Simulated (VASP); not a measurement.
All values below come from r2SCAN meta-GGA, VASP's PBE PAW potentials (set 64) (plane waves; VASP 6.6.1).

VASP ran on this input.

**POSCAR**
```
AgSb
1
   -0.0000000000     2.8663611561     2.8663611561
    2.8663611561     0.0000000000     2.8663611561
    2.8663611561     2.8663611561     0.0000000000
Sb Ag
1 1
Direct
  0.0000000000   1.0000000000   0.0000000000
  0.5000000000   0.5000000000   0.5000000000
```

File KPOINTS:
```
Automatic mesh
0
Gamma
10 10 10
0 0 0
```

### INCAR
```
METAGGA = R2SCAN
NSW = 40   # most ionic steps
NELM = 100
EDIFF = 1E-7
PREC = Accurate
PSTRESS = 100
LMAXMIX = 4   # l cut-off of mixed one-centre charges
SIGMA = 0.1   # width (eV)
ENCUT = 480
IBRION = 2   # conjugate gradients
LCHARG = F
LWAVE = F
SYSTEM = AgSb
LMIXTAU = T
LREAL = F   # projection in real space or not
LASPH = T
ISMEAR = 1
EDIFFG = -0.01   # ionic stop
ISIF = 3
ALGO = Normal
```

POTCAR, in this order: Sb Ag (PBE.64 set). Program: vasp_std.

Energy and stress use the plane-wave basis of the starting cell. Unless said otherwise, spin-orbit coupling is left out, though it shifts the bands of the heavy elements here.

Question: Estimate the energy per atom (σ→0), volume per atom, band gap (on the k-mesh).

Answer: 
The energy per atom (σ→0) comes out as -23.251 eV/atom. The band gap (on the k-mesh) is none (metal, semimetal or under 0.01 eV) and the volume per atom is 21.25 Å^3/atom.

### OSZICAR
```
...
DAV:   3    -0.465034149182E+02   -0.22578E-04   -0.63151E-05  1140   0.850E-02    0.435E-02
DAV:   4    -0.465033712312E+02    0.43687E-04   -0.14319E-04  1152   0.796E-02    0.901E-03
DAV:   5    -0.465034067186E+02   -0.35487E-04   -0.37868E-05  1148   0.519E-02    0.647E-03
DAV:   6    -0.465034035982E+02    0.31205E-05   -0.40300E-06  1188   0.176E-02    0.496E-03
DAV:   7    -0.465034068025E+02   -0.32043E-05   -0.15073E-06  1184   0.111E-02    0.143E-03
DAV:   8    -0.465034069210E+02   -0.11855E-06   -0.30417E-07  1192   0.386E-03    0.792E-04
DAV:   9    -0.465034069380E+02   -0.16976E-07   -0.82319E-09   604   0.733E-04
   4 F= -.43850856E+02 E0= -.43850221E+02  d E =-.155303E+00
```

The structure was generated: AgSb was put into the rocksalt type (Fm-3m), which need not be its known phase. This run relaxes it under an external pressure of 10 GPa. Symmetry was kept, so distortions that lower it aren't found.
